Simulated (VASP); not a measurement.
An input for Quantum ESPRESSO's pw.x (written as the equivalent of a VASP run, and not itself run):

```
&CONTROL
  calculation = 'scf'
  pseudo_dir = './pseudo'
  outdir = './out'
  tprnfor = .true.
  tstress = .true.
/
&SYSTEM
  ibrav = 0
  nat = 12
  ntyp = 3
  ecutwfc = 84
  occupations = 'smearing'
  smearing = 'gaussian'
  degauss = 0.003675
  input_dft = 'pbe'
/
&ELECTRONS
  conv_thr = 7.3e-14
  electron_maxstep = 100
/
ATOMIC_SPECIES
  Hf 178.490 Hf.upf
  Si 28.085 Si.upf
  O 15.999 O.upf
CELL_PARAMETERS angstrom
    -3.1974040    3.1974040    2.9100750
     3.1974040   -3.1974040    2.9100750
     3.1974040    3.1974040   -2.9100750
ATOMIC_POSITIONS crystal
  Hf   0.0000000  0.0000000  0.0000000
  Hf   0.7500000  0.2500000  0.5000000
  Si   0.2500000  0.7500000  0.5000000
  Si   0.5000000  0.5000000  0.0000000
  O    0.1340900  0.3192000  0.8148900
  O    0.0692000  0.7543100  0.6851100
  O    0.5043100  0.3192000  0.1851100
  O    0.0692000  0.3840900  0.3148900
  O    0.6159100  0.9308000  0.6851100
  O    0.6808000  0.8659100  0.1851100
  O    0.2456900  0.9308000  0.3148900
  O    0.6808000  0.4956900  0.8148900
K_POINTS automatic
  5 5 5 0 0 0
```

### Question
Write the VASP files for the same calculation (PBE).

### Answer
This is not unique; one that fits is 
POSCAR:
```
HfSiO4
5.3772970
 -0.5946117538   0.5946117538   0.5411780305
  0.5946117538  -0.5946117538   0.5411780305
  0.5946117538   0.5946117538  -0.5411780305
Hf Si O
2 2 8
Cartesian
  0.0000000000   0.0000000000   0.0000000000
  0.0000000000   0.5946117538   0.2705890153
  0.5946117538   0.0000000000   0.2705890153
  0.0000000000   0.0000000000   0.5411780305
  0.5946117538   0.3744745903  -0.1956899758
  0.8147489173  -0.0000000000   0.0748990394
 -0.0000000000   0.2201371635   0.3454880547
  0.3744745903   0.0000000000   0.0748990394
  0.5946117538   0.2201371635   0.4662789911
  0.2201371635  -0.0000000000   0.7368680064
  0.5946117538  -0.2201371635   0.4662789911
  0.3744745903   0.5946117538   0.1956899758
```

**INCAR**
```
# general
SYSTEM  = HfSiO4
PREC    = Accurate
ENCUT   = 400
LREAL   = F
LASPH   = T

# electronic loop
EDIFF   = 1E-12
NELM    = 100   # most electronic steps
ALGO    = Normal
LMAXMIX = 6   # l cut-off of mixed one-centre charges

# smearing
ISMEAR  = 0   # Gaussian
SIGMA   = 0.05

# functional
GGA     = PE

# ions
ISIF    = 2

# output
LWAVE   = F
LCHARG  = F
```

File KPOINTS:
```
Automatic
0
G
5 5 5
0 0 0
```

POTCAR, in this order: Hf_pv Si O (PBE.64 set). Program: vasp_std.

The two are equivalent in intent, not identical: the potentials are each code's own (VASP's PAW set, PseudoDojo norm-conserving files in pw.x), so ENCUT and ecutwfc are chosen apart and not converted; conv_thr bounds pw.x's estimated SCF error, while EDIFF bounds the energy change between steps.

The structure comes from a computed database's HfSiO4 entry; how it stands against other phases isn't given here. The cell was not relaxed at this level. The run is one of a series of settings (EDIFF = 1E-12 against the base run), some of them coarse on purpose.
